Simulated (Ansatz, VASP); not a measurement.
**Al (fcc): VASP beside Ansatz**

One calculation is typed for both programs; each brings its own data sets. How far apart do they land? The cell is taken from a series of runs on this material, whose earlier steps may have relaxed, scaled, displaced or heated it; both programs get it as it stands.

Program: Ansatz 0.2.0. Level of theory: plane waves, with VASP 6.6.1 beside it; r2SCAN0. Results are calculated unless marked as measured.

### Step 1. Set-up

Symmetry: Fm-3m, No. 225, cubic system. The conventional cell has a = 3.993 Å, b = 3.993 Å, c = 3.993 Å, α = 90.00°, β = 90.00°, γ = 90.00°. Nearest to Al lie 12 Al at 2.82 Å.

Structure file:

```
Al
1.0
     0.00000    1.99638    1.99638
     1.99638    0.00000    1.99638
     1.99638    1.99638    0.00000
Al
1
Direct
  0.00000 0.00000 0.00000
```

### Step 2. VASP: single point, r2SCAN0

With cell and atoms fixed, the geometry can't cause a difference; cores, projectors, grids and the points listed under the comparison can.

Lines of VASP's logs that name or quote its potential files are left out, and so is its time.

The run reads the wave functions of an earlier VASP run, which isn't shown here.

File INCAR:

```
SYSTEM = Al
PREC = Accurate
ENCUT = 400
EDIFF = 1E-06
NELM = 100
ISMEAR = -1
SIGMA = 0.05
LREAL = .FALSE.
ALGO = Normal
LHFCALC = .TRUE.
AEXX = 0.25
METAGGA = R2SCAN
LASPH = .TRUE.
NBANDS = 7
PRECFOCK = Fast
LORBIT = 11
LWAVE = .FALSE.
LCHARG = .FALSE.
KPAR = 4
ISIF = 2
```

File POSCAR:

```
Al
1.0
    0.0000000000      1.9963843917      1.9963843917
    1.9963843917      0.0000000000      1.9963843917
    1.9963843917      1.9963843917      0.0000000000
Al
1
Direct
    0.0000000000      0.0000000000      0.0000000000
```

File KPOINTS:

```
Automatic mesh
0
Gamma
10 10 10
0 0 0
```

The projector-augmented-wave data sets are Al (PBE family, release 64).

Launch:

```
$ mpirun -np 4 vasp_std
```

Numbers of over 12 decimals in the logs are rounded to 6 here.

Log:

```text
[banner, memory and clock lines left out]
running    4 mpi-ranks, on    1 nodes
 distrk:  each k-point on    1 cores,    4 groups
 distr:  one band on    1 cores,    1 groups

 POSCAR found type information on POSCAR Al
 POSCAR found :  1 types and       1 ions
|                                                                             |
|               ----> ADVICE to this user running VASP <----                  |
|                                                                             |
|     You enforced a specific xc type in the INCAR file but a different       |
|     [... a line on the potential file left out ...]
|     I HOPE YOU KNOW WHAT YOU ARE DOING!                                     |
|                                                                             |

 LDA part: xc-table for (None), standard interpolation
 found WAVECAR, reading the header
 POSCAR, INCAR and KPOINTS ok, starting setup
 FFT: planning ... GRIDC
 FFT: planning ... GRID_SOFT
 FFT: planning ... GRID
 reading WAVECAR
 the WAVECAR file was read successfully
 initial charge from wavefunction
 entering main loop
       N       E                     dE             d eps       ncg     rms          rms(c)
DAV:   1    -0.665078625327E+01   -0.66508E+01   -0.73274E-01   924   0.392E+00    0.124E+01
DAV:   2    -0.666086508953E+01   -0.10079E-01   -0.97046E-03   987   0.488E-01    0.916E+00
DAV:   3    -0.666106123499E+01   -0.19615E-03   -0.38858E-04   861   0.111E-01    0.588E+00
DAV:   4    -0.666019699579E+01    0.86424E-03   -0.66576E-05   875   0.385E-02    0.340E+00
DAV:   5    -0.665973296036E+01    0.46404E-03   -0.76304E-05  1001   0.400E-02    0.182E+00
DAV:   6    -0.665958989327E+01    0.14307E-03   -0.32204E-05  1015   0.258E-02    0.948E-01
DAV:   7    -0.665955503561E+01    0.34858E-04   -0.10985E-05  1015   0.149E-02    0.487E-01
DAV:   8    -0.665955001359E+01    0.50220E-05   -0.36108E-06   924   0.845E-03    0.247E-01
DAV:   9    -0.665955170823E+01   -0.16946E-05   -0.10899E-06   609   0.490E-03    0.128E-01
DAV:  10    -0.665955416426E+01   -0.24560E-05   -0.58384E-07   434   0.395E-03    0.623E-02
DAV:  11    -0.665955597565E+01   -0.18114E-05   -0.21057E-07   357   0.259E-03    0.286E-02
DAV:  12    -0.665955710461E+01   -0.11290E-05   -0.75461E-08   350   0.160E-03    0.118E-02
DAV:  13    -0.665955775555E+01   -0.65094E-06   -0.24166E-08   350   0.939E-04
   1 F= -.66595578E+01 E0= -.66584890E+01  d E =-.213746E-02
```

OUTCAR, selected parts (step 2):

```text
ion  position               nearest neighbor table
   1  0.000  0.000  0.000-

  LATTYP: Found a face centered cubic cell.
 ALAT       =     3.9927687834

 Subroutine GETGRP returns: Found 48 space group operations
 (whereof 48 operations were pure point group operations)

The static configuration has the point symmetry O_h .

 Found     47 irreducible k-points:

   k-points           NKPTS =     47   k-points in BZ     NKDIM =   1000   number of bands    NBANDS=      7

   dimension x,y,z NGX =    18 NGY =   18 NGZ =   18
   dimension x,y,z NGXF=    36 NGYF=   36 NGZF=   36

   ENCUT  =  400.0 eV  29.40 Ry    5.42 a.u.   4.60  4.60  4.60*2*pi/ulx,y,z

   NELECT =       3.0000    total number of electrons

 k-points in reciprocal lattice and weights: Automatic mesh
   0.00000000  0.00000000  0.00000000       0.001
   0.10000000  0.00000000  0.00000000       0.008
   0.20000000  0.00000000  0.00000000       0.008
   0.30000000  0.00000000  0.00000000       0.008
   0.40000000  0.00000000  0.00000000       0.008
   0.50000000  0.00000000  0.00000000       0.004
   0.10000000  0.10000000  0.00000000       0.006
   0.20000000  0.10000000  0.00000000       0.024
   0.30000000  0.10000000  0.00000000       0.024
[...]
-0.30000000  0.40000000  0.20000000       0.024
  -0.30000000  0.50000000  0.20000000       0.012

  exchange ACFDT corr.  =         0.00000000  see jH, gK, PRB 81, 115126

 average (electrostatic) potential at core
       1 -69.8968

 E-fermi :   8.3686

 k-point     1 :       0.0000    0.0000    0.0000
  band No.  band energies     occupation
      1      -5.4442      2.00000
      2      23.1114      0.00000
      3      23.1114      0.00000
      4      23.1114      0.00000
      5      25.1064      0.00000
      6      25.1065      0.00000
    ...

 k-point     2 :       0.1000    0.0000    0.0000
  band No.  band energies     occupation
      1      -5.1230      2.00000
      2      19.5361      0.00000
      3      22.4047      0.00000
      4      22.4047      0.00000
      5      25.5813      0.00000
      6      26.2751      0.00000
    ...

 k-point     3 :       0.2000    0.0000    0.0000
  band No.  band energies     occupation
      1      -4.1612      2.00000
      2      15.0319      0.00000
      3      21.6032      0.00000
      4      21.6032      0.00000
      5      25.1881      0.00000
      6      26.6308      0.00000
    ...

  Total       -0.0925381     -0.0925381     -0.0925381      0.0000000      0.0000000     -0.0000000
  in kB       -9.3168455     -9.3168455     -9.3168455      0.0000000      0.0000000     -0.0000000
  external PRESSURE =      -9.3168455 kB  Pullay stress =       0.0000000 kB

  energy-cutoff  :      400.00
  volume of cell :       15.91
      direct lattice vectors                 reciprocal lattice vectors
     0.000000000  1.996384392  1.996384392    -0.250452770  0.250452770  0.250452770
     1.996384392  0.000000000  1.996384392     0.250452770 -0.250452770  0.250452770
     1.996384392  1.996384392  0.000000000     0.250452770  0.250452770 -0.250452770

 POSITION                                       TOTAL-FORCE (eV/Angst)
 -----------------------------------------------------------------------------------
      0.00000      0.00000      0.00000         0.000000      0.000000      0.000000
 -----------------------------------------------------------------------------------
    total drift:                               -0.000000     -0.000000     -0.000000

  FREE ENERGIE OF THE ION-ELECTRON SYSTEM (eV)
  ---------------------------------------------------
  free  energy   TOTEN  =        -6.6595577556 eV

  energy  without entropy=       -6.6574202918  energy(sigma->0) =       -6.65848902

 total charge
# of ion       s       p       d       tot
------------------------------------------
    1        0.490   0.379   0.000   0.869

[... 3 further parts left out ...]
```

This run has no spin polarisation. Its electron count is odd, so without a moment it is a metal by construction. The k-mesh is coarse for a metal.

### Step 3. Ansatz: single point, r2SCAN0

Ansatz runs on its PAW soft_1 files.

The same cell, functional, mesh and smearing now go to Ansatz.

File input.yaml:

```yaml
crystal:
  lattice:
    - [0.0, 1.9963843917, 1.9963843917]
    - [1.9963843917, 0.0, 1.9963843917]
    - [1.9963843917, 1.9963843917, 0.0]
  atoms:
    - { symbol: Al, position: [0.0, 0.0, 0.0] }
basis:
  ecutwfc: 500
  xc_grid: 2
hamiltonian:
  xc: r2scan0
  pseudopotentials: { kind: paw, azcp: { folder: soft_1 } }
kpoints:
  mp_grid: { grid: [10, 10, 10] }
scf:
  occupations: { method: fermi_dirac, width: 0.05 }
  max_iter: 150
output:
  forces: true
  stress: true
checkpoint:
  write: "../Al.r2scan0.run"
  compress: false
  write_wavefunctions: false
  write_every: 100000
```

Launch:

```
$ ansatz run input.yaml --threads 8 --pin off --max-ram 13189MiB --backend cpu --events-out ev --progress --plain --runs-dir out
```

Log:

```text
Warning: output.stress: scf.convergence.dr2_threshold = 1e-7 eV (the SCF's general default) is looser than the 1e-10 eV advised for a printed stress (1e-10 eV for each atom of the cell: 1). What an SCF threshold leaves in a stress goes as its square root, and in the free energy as the threshold itself, and one threshold admits the most on a small cell: [figures from the program's tests cut] Set scf.convergence.dr2_threshold to 1e-10 eV or tighter. The threshold is an SCF's pass mark: one that does not reach it within its budget of iterations ends unconverged, or closes short of it on a stop that the run arms, and scf.convergence.dr2_threshold's page says what that costs each kind of run
Warning: output.stress: scf.exx.energy_threshold = 1e-6 eV is looser than the 1e-8 eV advised for a stress under a hybrid functional (1e-8 eV for each atom of the cell: 1). Every SCF of the exchange loop can meet its threshold on dr2 while the loop round them stops early: no threshold on dr2 bounds what that leaves in the stress. Set scf.exx.energy_threshold to 1e-8 eV or tighter. The threshold is the loop's pass mark: a loop that does not reach it within its budget of cycles ends unconverged, and scf.exx.energy_threshold's page has the law
Engine: ansatz 0.2.0, x86_64-unknown-linux-gnu
Pseudopotentials: kind: paw
Pseudopotential: Al, paw, valence charge 3, recommended cutoff 500 eV (meta_gga), soft_1/Al.paw.azcp
Functional definition: r2SCAN0
  parameter a = 0.25
  parameter k0 = 0.174
  parameter k1 = 0.065
  parameter a1 = 4.9479
  exchange = (1 - a)*r2scan_x(k0 = k0, k1 = k1, a1 = a1) + a*exact_x
  correlation = r2scan_c
Crystal: 1 atoms, lattice volume = 15.913 Å³
Basis set: ecut = 500 eV, 411 PW (Γ), exchange–correlation on 48×48×48 points (8 copies of the dense FFT grid, shifted against one another)
Bands: 6, of which v1, the nominal top of the filled ones, is band 2 counted from 1 (1 counted from 0)
Symmetry: 48 space group operations
Space group: Fm-3m (ITA 225), of the structure as read, at distance tolerance 2.5e-5 Å
k-points: 47 of 1000
Non-local potential: Al, projectors of the file, l = 0: 2, l = 1: 2, l = 2: 1
PAW form: soft (Blöchl's): semilocal exchange-correlation on the pseudo side does not see the compensation charge
PAW frozen core: Al, regenerated for the run's functional, and the local potential with it (the file was generated under x = pbe(κ = 0.804, μ = 0.219515), c = pbe(β = 0.066725))
PAW one-centre angular grid: Al, 302 points (default); XC on 160 Gauss nodes
Initial density: superposition of atomic densities (chi_scale 0.1, normalization cell)
Initial wavefunctions: pseudopotential atomic-orbital guess
Functional: x = r2scan, c = r2scan; τ floored in thin density (d = 2e-4 eV/Å³), warm-up for x = 0.75 r2scan + 0.25 exact, c = r2scan; τ floored in thin density (d = 2e-4 eV/Å³)
iter 1 solved again at ethr=3.82e-3 eV; its pass at ethr=1.00e-1 eV (dr2=1.14e-1 eV) is discarded
SCF iter   1: F=—  HF=-540.382547 eV  |F-HF|=—  |Δ(HF+E_count)|=         —  Δρ=2.61e-2  dr2=1.15e-1  dr2_τ=4.37e-3  ethr=3.82e-3  ⟨swp⟩=2.4  Hψ=1621  notcnv=0
preconditioner: auto → none  [insulator: Δε(μ)=0.218 eV  Ē_g=14.512 eV  σ=0.050 eV  W_gap=0.78  n_scr=0 (ndim 8)  ℏωp=16.1 eV  f_vac=0.000  D(μ)=0.43/eV (n_scr^D=0)]
SCF iter   2: F=—  HF=-540.394618 eV  |F-HF|=—  |Δ(HF+E_count)|=   1.21e-2  Δρ=1.36e-2  dr2=3.11e-2  dr2_τ=1.21e-4  ethr=3.82e-3  ⟨swp⟩=2.1  Hψ=568  notcnv=0  defer=1
iter 3 solved again at ethr=1.51e-6 eV; its pass at ethr=1.04e-3 eV (dr2=4.52e-5 eV) is discarded
SCF iter   3: F=—  HF=-540.399425 eV  |F-HF|=—  |Δ(HF+E_count)|=   4.81e-3  Δρ=5.62e-4  dr2=4.91e-5  dr2_τ=4.66e-7  ethr=1.51e-6  ⟨swp⟩=3.3  Hψ=1223  notcnv=0  defer=5
SCF iter   4: F=—  HF=-540.399422 eV  |F-HF|=—  |Δ(HF+E_count)|=   2.92e-6  Δρ=1.10e-4  dr2=1.24e-6  dr2_τ=3.61e-8  ethr=1.51e-6  ⟨swp⟩=2.1  Hψ=366  notcnv=0  defer=2
SCF iter   5: F=—  HF=-540.399423 eV  |F-HF|=—  |Δ(HF+E_count)|=   1.30e-6  Δρ=1.27e-5  dr2=2.53e-8  dr2_τ=9.09e-11  ethr=4.14e-8  ⟨swp⟩=3.0  Hψ=414  notcnv=0  defer=2
SCF iter   6: F=—  HF=-540.399423 eV  |F-HF|=—  |Δ(HF+E_count)|=  3.00e-10  Δρ=2.86e-6  dr2=1.16e-9  dr2_τ=1.45e-12  ethr=8.45e-10  ⟨swp⟩=2.3  Hψ=375  notcnv=0  defer=1
SCF iter   7: F=-540.399423 eV  HF=-540.399423 eV  |F-HF|=1.14e-13  |Δ(HF+E_count)|=  3.35e-10  Δρ=8.02e-8  dr2=6.40e-13  dr2_τ=8.88e-15  ethr=3.87e-11  ⟨swp⟩=3.3  Hψ=427  notcnv=0
SCF 1 converged in 7 iterations: F = -540.399423 eV  dr2 = 6.40e-13
  greatest PAW one-centre occupation: 0.435 electrons in one spin orbital (limit 2), on the Al atom at site 0 (counted from 0), in its partial waves of l = 0
Initial density: handed on by an earlier stage of this run
Initial wavefunctions: those handed on with the density
Functional: x = 0.75 r2scan + 0.25 exact, c = r2scan; τ floored in thin density (d = 2e-4 eV/Å³)
Frozen-core exchange: fock
iter 1 solved again at ethr=2.13e-6 eV; its pass at ethr=1.00e-1 eV (dr2=6.39e-5 eV) is discarded
[...]
preconditioner: auto → none  [insulator: Δε(μ)=0.504 eV  Ē_g=16.167 eV  σ=0.050 eV  W_gap=0.88  n_scr=0 (ndim 8)  ℏωp=16.1 eV  f_vac=0.000  D(μ)=0.25/eV (n_scr^D=0)]
[...]
SCF 2 converged in 4 iterations: F = -540.183825 eV  dr2 = 4.60e-8
  greatest PAW one-centre occupation: 0.440 electrons in one spin orbital (limit 2), on the Al atom at site 0 (counted from 0), in its partial waves of l = 0
hybrid outer 1: dexx = +1.671e-4 eV, tail = 1.22e-7 eV
Frozen-core exchange: fock
[...]
preconditioner: auto → none  [insulator: Δε(μ)=0.534 eV  Ē_g=16.168 eV  σ=0.050 eV  W_gap=0.87  n_scr=0 (ndim 8)  ℏωp=16.1 eV  f_vac=0.000  D(μ)=0.25/eV (n_scr^D=0)]
[...]
SCF 3 converged in 3 iterations: F = -540.183825 eV  dr2 = 1.29e-10
  Residual-converged pass: ⟨swp⟩=2.9  Hψ=405  notcnv=0  max |occ|·‖R‖ = 2.3e-6 eV (tolerance 2.4e-6 eV)  dr2=1.37e-10  dr2_τ=1.16e-13  dr2_onsite=2.23e-13  max |Δocc| = 8.0e-12
hybrid outer 2: dexx = +1.036e-8 eV, tail = 2.63e-10 eV, Δε = 9.35e-4 eV (about 8.27e-5 eV left of the loop's levels)
Frozen-core exchange: fock
[...]
preconditioner: auto → none  [insulator: Δε(μ)=0.529 eV  Ē_g=16.168 eV  σ=0.050 eV  W_gap=0.86  n_scr=0 (ndim 8)  ℏωp=16.1 eV  f_vac=0.000  D(μ)=0.24/eV (n_scr^D=0)]
[...]
SCF 4 converged in 3 iterations: F = -540.183825 eV  dr2 = 1.30e-8
hybrid outer 1: dexx = +2.093e-5 eV, tail = 2.64e-8 eV
Frozen-core exchange: fock
[...]
SCF 5 converged in 2 iterations: F = -540.183825 eV  dr2 = 2.85e-9
  Residual-converged pass: ⟨swp⟩=2.7  Hψ=391  notcnv=0  max |occ|·‖R‖ = 2.2e-6 eV (tolerance 2.4e-6 eV)  dr2=2.80e-9  dr2_τ=1.42e-12  dr2_onsite=1.28e-11  max |Δocc| = 2.1e-11
hybrid outer 2: dexx = +2.218e-9 eV, tail = 5.73e-9 eV, Δε = 4.04e-4 eV (about 3.56e-4 eV left of the loop's levels)
exact exchange: an outer loop of this run ended on a state whose frontier levels can be filled otherwise, and a further loop was made from that state with electrons moved between them. It converged no lower than the two loops' stops tell apart, in 5 SCF iterations, so its state is not used
Frozen-core exchange: fock
[...]
preconditioner: auto → none  [insulator: Δε(μ)=0.405 eV  Ē_g=16.168 eV  σ=0.050 eV  W_gap=0.53  n_scr=0 (ndim 8)  ℏωp=16.1 eV  f_vac=0.000  D(μ)=0.18/eV (n_scr^D=0)]
SCF iter   2: F=—  HF=-540.183497 eV  |F-HF|=—  |Δ(HF+E_count)|=   1.04e-5  Δρ=1.28e-4  dr2=4.18e-5  dr2_τ=1.31e-9  ethr=4.90e-7  ⟨swp⟩=2.0  Hψ=353  notcnv=0
SCF iter   3: F=—  HF=-540.183604 eV  |F-HF|=—  |Δ(HF+E_count)|=   1.07e-4  Δρ=4.43e-5  dr2=3.10e-5  dr2_τ=1.59e-9  ethr=8.94e-8  ⟨swp⟩=2.0  Hψ=354  notcnv=0
SCF iter   4: F=—  HF=-540.183787 eV  |F-HF|=—  |Δ(HF+E_count)|=   1.82e-4  Δρ=1.83e-4  dr2=1.85e-5  dr2_τ=2.00e-8  ethr=1.06e-8  ⟨swp⟩=3.7  Hψ=452  notcnv=0
iter 5 solved again at ethr=4.88e-12 eV; its pass at ethr=1.06e-8 eV (dr2=1.46e-10 eV) is discarded
SCF iter   5: F=—  HF=-540.183783 eV  |F-HF|=—  |Δ(HF+E_count)|=   4.07e-6  Δρ=1.10e-6  dr2=1.16e-5  dr2_τ=4.45e-12  ethr=4.88e-12  ⟨swp⟩=3.5  Hψ=1114  notcnv=0  defer=2
SCF iter   6: F=—  HF=-540.183788 eV  |F-HF|=—  |Δ(HF+E_count)|=   5.46e-6  Δρ=1.38e-4  dr2=1.61e-5  dr2_τ=1.11e-8  ethr=4.88e-12  ⟨swp⟩=5.1  Hψ=630  notcnv=0  defer=1
SCF iter   7: F=-540.183822 eV  HF=-540.183822 eV  |F-HF|=2.63e-7  |Δ(HF+E_count)|=   3.41e-5  Δρ=4.41e-5  dr2=5.24e-7  dr2_τ=1.05e-9  ethr=4.88e-12  ⟨swp⟩=4.8  Hψ=823  notcnv=0  defer=1
SCF 6 stopped early in 7 iterations: F = -540.183822 eV  dr2 = 5.24e-7
hybrid outer 1: dexx = +1.285e-3 eV, tail = 1.69e-6 eV
Frozen-core exchange: fock
SCF iter   1: F=—  HF=-540.183825 eV  |F-HF|=—  |Δ(HF+E_count)|=         —  Δρ=8.93e-6  dr2=3.49e-8  dr2_τ=3.03e-11  ethr=1.78e-7  ⟨swp⟩=2.1  Hψ=568  notcnv=0
SCF iter   2: F=—  HF=-540.183825 eV  |F-HF|=—  |Δ(HF+E_count)|=   8.54e-9  Δρ=2.17e-7  dr2=2.01e-8  dr2_τ=5.92e-14  ethr=4.34e-10  ⟨swp⟩=2.1  Hψ=360  notcnv=0
SCF iter   3: F=-540.183825 eV  HF=-540.183825 eV  |F-HF|=2.53e-10  |Δ(HF+E_count)|=   6.25e-8  Δρ=1.32e-6  dr2=4.42e-9  dr2_τ=2.13e-12  ethr=1.00e-12  ⟨swp⟩=3.9  Hψ=476  notcnv=0
SCF 7 converged in 3 iterations: F = -540.183825 eV  dr2 = 4.42e-9
hybrid outer 2: dexx = +9.015e-8 eV, tail = 1.40e-8 eV, Δε = 3.09e-3 eV (about 1.27e-3 eV left of the loop's levels)
exact exchange: an outer loop of this run ended on a state whose frontier levels can be filled otherwise, and a further loop was made from that state with electrons moved between them. It converged no lower than the two loops' stops tell apart, in 10 SCF iterations, so its state is not used
hybrid SCF converged: 2 outer / 7 inner (+7 warm-up), last move |dexx| = 1.04e-8 eV, tail = 2.63e-10 eV
Stability not checked: this state was not tested for a lower state beside it, because the functional holds exact exchange (a hybrid, or Hartree-Fock), whose exchange loop this test does not read (fock_operator; see scf.lower_state_search)
Free energy (F): -540.183825 eV
Frozen-core exchange: fock
Harris-Foulkes:  -540.183825 eV  (|F-HF|=5.31e-11)
Internal energy: -540.181668 eV  (E = F + TS)
E sigma→0 (E₀):  -540.182746 eV
Entropy (-TS):   -0.002157 eV (-2.157 meV/atom)
Fermi energy:    8.330606 eV
--- Per-component energies (eV) ---
  E_band       = 7.915940
  E_kinetic    = 23.237937
  E_local      = 11.422514  (includes V_loc(G=0)·N_el)
  E_nonlocal   = 9.335165
  E_hartree    = 0.119065
  E_xc         = -27.738689
  E_vxc        = -24.396062  (∫ρ·V_xc dr)
  E_exx        = -4.596562  (= α·E_x^exact, valence–valence)
  E_paw        = -477.468910  (= ΣΔE_a)
  E_vpaw       = -3.411816  (= ΣTr[D̂ρ^β])
  E_aug_tail   = 0.000000  (compensation charges beyond the density's cutoff)
  E_vtau       = 0.683195  (kinetic-family band-sum trace: ∫τ·v_τ [+ j·A + Jᵃ·Aᵃ] dr)
  E_ewald      = -74.407451
  E_core_change = -0.084737  (= ΣΔE_core)
  E_smearing   = -0.002157  (= −TS)
  E_closure    = 0.000000  (closes the sum)
  Σ components = -540.183825   (vs F -540.183825, Δ=0.00e0)
--- Forces (eV/Å), atoms counted from 1 ---
  atom   1  Al    -0.00000000    -0.00000000    -0.00000000
  max |Σ_I F_I| component: 6.16e-32 eV/Å
--- Stress (GPa, compression-positive) ---
       -0.790040       0.000000       0.000000
        0.000000      -0.790040       0.000000
        0.000000      -0.000000      -0.790040
  P = ⅓ Tr σ = -0.7900 GPa (-7.900 kbar)
--- Band table (eV; the first three rows and the last of 47) ---
  k-point 0: bands = ["-5.4505", "22.8709", "22.8709", "22.8709"]
  k-point 1: bands = ["-5.1305", "19.4173", "22.2388", "22.2388"]
  k-point 2: bands = ["-4.1755", "14.9550", "21.4796", "21.4796"]
  k-point 46: bands = ["6.0230", "7.8081", "8.1990", "11.0439"]
  guard bands above this table: 2 of the run's 6 bands. The solve was not asked for them (output.publish_guard_bands: true or output.eigenvalues: true publishes all)
```

In the SCF lines HF is the Harris–Foulkes energy and dr2 the Hartree energy of the density residual, in eV; the loop may stop once dr2 is under the threshold and the program's other checks hold. Hψ counts applications of the Hamiltonian.

The run ends at a pressure of -0.79 GPa.

### Step 4. Differences

Known differences besides the potentials themselves: exact exchange at q = 0 is treated differently, which shows on coarse meshes; VASP keeps PBE cores, Ansatz makes them for the functional; the cutoff is 500 eV in Ansatz and 400 eV in VASP; VASP takes a coarser grid for exact exchange (PRECFOCK = Fast). Total energies have different zeros and are not compared.

Both answers:

```tsv
quantity	Ansatz	VASP	difference
pressure (GPa)	-0.79	-0.93	+0.14
```

### Step 5. What came out

| Item | Value |
| --- | --- |
| difference in pressure (single point, r2SCAN0) | 0.14 GPa |

The difference in pressure is 0.14 GPa (single point, r2SCAN0), within the 1 GPa picked in this series as the mark of a large difference. Such differences can come from data sets, numerical settings and the points named under the comparisons, not from the functional's error against experiment.

[Lines on the potential files, build, host, timing and source positions are cut from VASP's logs without a mark.]

[Logs are printed without paths, hosts, clocks, repeated set-up lines and the standing remarks that a program may print on its own settings, such as how far it seeks lower states.]

[Hosts, paths, dates, database ids (printed as entryN), source tags and the programs' standing remarks are cut or masked in the printed files.]
